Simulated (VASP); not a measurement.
Consider the following.

```yaml
crystal:
  lattice:
    - [0.00000, 3.01368, 3.01368]
    - [3.01368, 0.00000, 3.01368]
    - [3.01368, 3.01368, 0.00000]
  atoms:
    - { symbol: Cu, position: [0.00000, 0.00000, 0.00000] }
    - { symbol: I, position: [0.25000, 0.25000, 0.25000] }
```

Calculation: rev-vdW-DF2, VASP's PBE PAW potentials (set 64) (plane waves; VASP). Settings: 520 eV cut-off, 9×9×9 Γ-centred mesh, tetrahedra with Blöchl corrections, potentials Cu I.

Unless said otherwise, spin-orbit coupling is left out, though it shifts the bands of the heavy elements here.

Question: Estimate the energy per atom (σ→0), band gap (on the k-mesh) with the smallest direct gap where there is one.

Answer: 
```
Property                                            Result
-----------------------------------  ---------------------
band gap (on the k-mesh)                           1.11 eV
smallest direct gap (on the k-mesh)                1.11 eV
energy per atom (σ→0)                -62.4 kJ/mol of atoms
```

The compound is CuI in the zinc blende structure. It was relaxed first.
